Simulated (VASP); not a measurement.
Wanted: the native input for a VASP 6.6.1 run.

```
Task                   : core levels
Functional             : PBEsol
Potentials or basis    : VASP PAW PBE potentials, release 64 (Sb, Se)
Cutoff                 : 520 eV
k mesh                 : 2 × 6 × 2
Occupations            : fermi-dirac, width 0.02 eV
Spin                   : no spin polarisation
Further INCAR settings : ALGO = Fast; EDIFF = 1e-07
```

The structure of Sb2Se3 (Antimonselite) lies in POSCAR:

```
Sb2Se3
1.0
   11.7700000000      0.0000000000      0.0000000000
    0.0000000000      3.9620000000      0.0000000000
    0.0000000000      0.0000000000     11.6200000000
Sb Se
8 12
Direct
    0.0305000000      0.2500000000      0.3280000000
    0.9695000000      0.7500000000      0.6720000000
    0.4695000000      0.7500000000      0.8280000000
    0.5305000000      0.2500000000      0.1720000000
    0.1478000000      0.7500000000      0.0397000000
    0.8522000000      0.2500000000      0.9603000000
    0.3522000000      0.2500000000      0.5397000000
    0.6478000000      0.7500000000      0.4603000000
    0.0534000000      0.2500000000      0.8732000000
    0.9466000000      0.7500000000      0.1268000000
    0.4466000000      0.7500000000      0.3732000000
    0.5534000000      0.2500000000      0.6268000000
    0.1302000000      0.7500000000      0.4434000000
    0.8698000000      0.2500000000      0.5566000000
    0.3698000000      0.2500000000      0.9434000000
    0.6302000000      0.7500000000      0.0566000000
    0.2132000000      0.2500000000      0.1935000000
    0.7868000000      0.7500000000      0.8065000000
    0.2868000000      0.7500000000      0.6935000000
    0.7132000000      0.2500000000      0.3065000000
```

One way to write it, as run:

INCAR

```
PREC = Accurate ; ENCUT = 520
EDIFF = 1E-7 ; ISMEAR = -1
SIGMA = 0.02 ; LREAL = F
LASPH = T ; NELM = 80
ALGO = Fast ; ISIF = 2
LWAVE = F ; LCHARG = F
GGA = PS ; ICORELEVEL = 1
```

KPOINTS

```
Automatic mesh
0
Gamma
  2 6 2
```

Potentials or basis: VASP PAW PBE potentials, release 64 (Sb, Se).

The run is started by

```bash
$ cat potpaw_PBE.64/Sb/POTCAR potpaw_PBE.64/Se/POTCAR > POTCAR
$ mpirun -np 1 vasp_std > vasp.out
```

Results of the run:

| Quantity | Value |
| --- | --- |
| Pressure | 0.6 GPa |
| Largest force | 0.391 eV/Å |
| Band gap on the k mesh | 0.95 eV, indirect (least direct gap 1.02 eV) |

Caveat: the PAW data sets were made with another functional, which shifts forces and pressure a little; spin-orbit coupling is left out, which moves the levels of the heavy elements.

Run time: 11 min on 1 thread of AMD EPYC 9R45 (Zen 5), with other jobs on the host, peak memory 0.76 GiB.
